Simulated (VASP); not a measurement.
# The defect Pt_Cd in Na2CdCl4 (Pbam), part 4 of 6

Wanted: what the defect Pt_Cd costs in Na2CdCl4 (Pbam) and how the lattice relaxes round it. The start is a computed cell from the Materials Project.

VASP 6.6.1, plane waves and PAW; the level of theory is named at each step.

So far. Step 6 (Reference Pt): The run ended after 3 ionic steps, 0.000 eV below its first step, once forces and stress met EDIFFG = -0.02. Step 6 (Reference Pt): Energy at zero smearing: -6.97077 eV.

### Step 7. Relaxing the defect

This step: PBEsol; plane waves and PAW (Na, Cd, Cl, Pt) (VASP 6.6.1).

System of this step: Na12Cd5PtCl24 (Pt_Cd). The cell holds 42 atoms: 12 Na, 5 Cd, 24 Cl and 1 Pt. Its edges and angles: a = 6.937 Å, b = 11.838 Å, c = 11.698 Å, α = 90.0°, β = 90.0°, γ = 90.0°. It derives from Na2CdCl4 (Na2CdCl4 (Pbam)). Nearest the centre at fractional (0.500, 0.500, 0.667): Pt42 at 0.04 Å, Cl39 at 2.59 Å, Cl26 at 2.60 Å, Cl38 at 2.60 Å, Cl34 at 2.66 Å, Cl27 at 2.67 Å, Cl35 at 2.70 Å, Cd13 at 3.90 Å.

Atoms within 3.3 Å of the defect's centre start slightly displaced, with symmetry off, so that a distortion can develop. The atoms relax at the host's fixed cell.

Input file INCAR:

```
SYSTEM = Na12Cd5PtCl24
PREC = Normal
ENCUT = 300
EDIFF = 1E-05
NELM = 120
ISMEAR = 0
SIGMA = 0.05
LREAL = Auto
ALGO = Fast
GGA = PS
LORBIT = 11
LWAVE = True
LCHARG = .TRUE.
NCORE = 4
IBRION = 2
NSW = 50
ISIF = 2
EDIFFG = -0.03
POTIM = 0.4
MAXMIX = 40
ISYM = 0
```

Input file POSCAR:

```
Na12Cd5PtCl24
1.0
    6.9373495641      0.0000000000      0.0000000000
    0.0000000000     11.8375573621      0.0000000000
    0.0000000000      0.0000000000     11.6979441987
Na Cd Cl Pt
12 5 24 1
Direct
    0.0882721400      0.6833758400      0.1666666700
    0.9117278600      0.3166241600      0.1666666700
    0.4117278600      0.1833758400      0.1666666700
    0.5882721400      0.8166241600      0.1666666700
    0.0882721400      0.6833758400      0.5000000000
    0.9117278600      0.3166241600      0.5000000000
    0.4117278600      0.1833758400      0.5000000000
    0.5882721400      0.8166241600      0.5000000000
    0.0882721400      0.6833758400      0.8333333300
    0.9117278600      0.3166241600      0.8333333300
    0.4117278600      0.1833758400      0.8333333300
    0.5882721400      0.8166241600      0.8333333300
    0.5000000000      0.5000000000      0.0000000000
    0.0000000000      0.0000000000      0.0000000000
    0.5000000000      0.5000000000      0.3333333300
    0.0000000000      0.0000000000      0.3333333300
    0.0000000000      0.0000000000      0.6666666700
    0.7482696500      0.5438426500      0.1666666700
    0.2517303500      0.4561573500      0.1666666700
    0.1261284700      0.2046266100      0.0000000000
    0.8738715300      0.7953733900      0.0000000000
    0.6261284700      0.2953733900      0.0000000000
    0.3738715300      0.7046266100      0.0000000000
    0.2482696500      0.9561573500      0.1666666700
    0.7517303500      0.0438426500      0.1666666700
    0.7463823300      0.5408780200      0.5044607000
    0.2495858200      0.4569910600      0.4993368800
    0.1261284700      0.2046266100      0.3333333300
    0.8738715300      0.7953733900      0.3333333300
    0.6261284700      0.2953733900      0.3333333300
    0.3738715300      0.7046266100      0.3333333300
    0.2482696500      0.9561573500      0.5000000000
    0.7517303500      0.0438426500      0.5000000000
    0.7475591800      0.5411198800      0.8355723000
    0.2461933900      0.4543502100      0.8349259700
    0.1261284700      0.2046266100      0.6666666700
    0.8738715300      0.7953733900      0.6666666700
    0.6291303600      0.2934514400      0.6703108500
    0.3770114700      0.7067648900      0.6696540200
    0.2482696500      0.9561573500      0.8333333300
    0.7517303500      0.0438426500      0.8333333300
    0.5006962700      0.4985160900      0.6632270400
```

Input file KPOINTS:

```
Automatic mesh
0
Gamma
2 1 1
0 0 0
```

Potentials, in the order of the species: Na, Cd, Cl and Pt (PBE family, release 64).

Command:

```
$ mpirun -np 4 vasp_std
```

The log of the run:

```text
[banner, memory and clock lines left out]
running    4 mpi-ranks, on    1 nodes
[...]
[... a notice as in an earlier step ...]

 LDA part: xc-table for (Slater+PW92), standard interpolation
 POSCAR, INCAR and KPOINTS ok, starting setup
[...]
entering main loop
       N       E                     dE             d eps       ncg     rms          rms(c)
DAV:   1     0.153501719808E+04    0.15350E+04   -0.79828E+04   600   0.928E+02
DAV:   2     0.264111466698E+02   -0.15086E+04   -0.14706E+04   756   0.253E+02
DAV:   3    -0.136001252575E+03   -0.16241E+03   -0.16073E+03   680   0.871E+01
DAV:   4    -0.142773101121E+03   -0.67718E+01   -0.67394E+01   728   0.201E+01
[...]
RMM:  23    -0.136742947580E+03    0.36531E-04   -0.17645E-05   314   0.870E-03    0.733E-02
RMM:  24    -0.136742931026E+03    0.16554E-04   -0.71609E-06   275   0.566E-03    0.481E-02
RMM:  25    -0.136742923619E+03    0.74067E-05   -0.31882E-06   253   0.396E-03
   1 F= -.13674292E+03 E0= -.13673251E+03  d E =-.136743E+03
[... from here on, the cycles between the ionic steps are left out ...]
   2 F= -.13685927E+03 E0= -.13684870E+03  d E =-.116346E+00
   5 F= -.13706899E+03 E0= -.13705699E+03  d E =-.326065E+00
   9 F= -.13714267E+03 E0= -.13713124E+03  d E =-.736829E-01
  13 F= -.13723287E+03 E0= -.13723276E+03  d E =-.901948E-01
  17 F= -.13731309E+03 E0= -.13731309E+03  d E =-.802235E-01
  21 F= -.13759550E+03 E0= -.13759550E+03  d E =-.248380E+00
  25 F= -.13786262E+03 E0= -.13786262E+03  d E =-.525014E-01
  29 F= -.13797295E+03 E0= -.13797295E+03  d E =-.764078E-01
  33 F= -.13801791E+03 E0= -.13801791E+03  d E =-.217143E-01
  37 F= -.13804091E+03 E0= -.13804091E+03  d E =-.974079E-02
  41 F= -.13805152E+03 E0= -.13805152E+03  d E =-.640153E-02
  45 F= -.13806627E+03 E0= -.13806627E+03  d E =-.351871E-02
  49 F= -.13807022E+03 E0= -.13807022E+03  d E =-.372625E-02
  50 F= -.13807022E+03 E0= -.13807022E+03  d E =-.373462E-02
[...]
writing wavefunctions
```

It took 44 min on 4 MPI ranks of AMD EPYC 7R43, shared host; peak memory 0.58 GiB.

From OUTCAR (step 7):

```text
 k-point     1 :       0.0000    0.0000    0.0000
  band No.  band energies     occupation
    ...
    121       0.1055      2.00000
    122       0.7768      2.00000
    123       0.9735      2.00000
    124       1.0909      2.00000
    125       1.4113      2.00000
    126       3.3861      0.00000
    127       3.8564      0.00000
    128       4.8857      0.00000
    129       4.9176      0.00000
    130       5.0156      0.00000
    ...

  Total        0.2841618     -2.5781323      1.1747102      1.1755453      0.6611695      0.5780778
  in kB        0.4739266     -4.2998228      1.9591880      1.9605807      1.1027021      0.9641212
  external PRESSURE =      -0.6222360 kB  Pullay stress =       0.0000000 kB

 POSITION                                       TOTAL-FORCE (eV/Angst)
 -----------------------------------------------------------------------------------
      0.63147      8.02802      1.92363        -0.004369     -0.022739      0.003883
      6.30411      3.80805      1.97889         0.006761      0.019274      0.004184
      2.83884      2.13706      1.94196         0.002032      0.008341     -0.005618
      4.09606      9.68735      1.96515        -0.001755     -0.003524      0.008816
      0.63700      8.05982      5.83291        -0.014168     -0.006744      0.007511
      6.24154      3.63643      5.77805        -0.027255      0.012424      0.014722
      2.77578      2.21253      5.82960        -0.007280     -0.006363      0.006361
      4.09084      9.67395      5.83710         0.001536     -0.030413      0.002571
      0.69740      8.19316      9.82194         0.022459     -0.009645     -0.013466
      6.30159      3.76443      9.77517         0.005655      0.009600     -0.016663
      2.84628      2.16586      9.76624        -0.000821      0.026531     -0.002101
      4.16752      9.62212      9.77927         0.004774      0.006829     -0.016906
      3.71643      5.95759      0.01395         0.003038      0.001128      0.017590
      6.92415      0.04740      0.01977         0.004357     -0.001680     -0.013347
[...]
-----------------------------------------------------------------------------------
    total drift:                               -0.019148     -0.000047     -0.018843

  FREE ENERGIE OF THE ION-ELECTRON SYSTEM (eV)
  ---------------------------------------------------
  free  energy   TOTEN  =      -138.0702241078 eV

  energy  without entropy=     -138.0702241078  energy(sigma->0) =     -138.07022411

[... 4 parts as in an earlier step ...]

[... 8 further parts left out ...]
[key lines of the parts left out:]
E-fermi :   1.6745
```

The steps of the relaxation (22 of 50):

| step | energy less that of the first step (eV) | largest force (eV/Å) |
| --- | --- | --- |
| 1 | 0.0000 | 0.9482 |
| 3 | -0.3179 | 0.3435 |
| 6 | -0.3449 | 0.2454 |
| 8 | -0.3526 | 1.0248 |
| 10 | -0.4138 | 0.5311 |
| 13 | -0.4899 | 0.8806 |
| 15 | -0.5394 | 1.0729 |
| 17 | -0.5702 | 2.1386 |
| 20 | -0.8232 | 1.3410 |
| 22 | -0.8925 | 1.3605 |
| 24 | -1.0672 | 0.9162 |
| 27 | -1.1536 | 0.5171 |
| 29 | -1.2300 | 0.7392 |
| 31 | -1.2533 | 0.1849 |
| 34 | -1.2835 | 0.1607 |
| 36 | -1.2933 | 0.1463 |
| 38 | -1.3022 | 0.2934 |
| 41 | -1.3086 | 0.4349 |
| 43 | -1.3155 | 0.1557 |
| 45 | -1.3233 | 0.0896 |
| 48 | -1.3273 | 0.1191 |
| 50 | -1.3273 | 0.1060 |

The atoms that moved most (Å):

| atom | dx | dy | dz | length |
| --- | --- | --- | --- | --- |
| Cl34 | 0.557 | -0.057 | 0.461 | 0.726 |
| Cl27 | -0.535 | 0.068 | -0.480 | 0.722 |
| Cl35 | 0.419 | 0.049 | -0.178 | 0.458 |
| Cl26 | -0.370 | 0.006 | 0.101 | 0.383 |
| Cl38 | -0.096 | 0.280 | -0.046 | 0.299 |
| Cl39 | 0.059 | -0.283 | -0.024 | 0.290 |
| Cd15 | -0.250 | -0.042 | -0.026 | 0.255 |
| Cd13 | 0.248 | 0.039 | 0.014 | 0.251 |

The run used up its steps with a largest force of 0.11 eV/Å at its last finished step, so it is continued.

(Continued in part 5 of 6.)

[Lines on the potential files, build, host, timing and source positions are cut from VASP's logs without a mark.]

[Logs are printed without paths, hosts, clocks, repeated set-up lines and the standing remarks that a program may print on its own settings, such as how far it seeks lower states.]

[Hosts, paths, dates, database ids (printed as entryN), source tags and the programs' standing remarks are cut or masked in the printed files.]

[In band tables of VASP the shares of atoms and orbitals are scaled to a sum of 1 inside the atoms' spheres.]

[Runs that stopped without an error message from VASP are left out.]
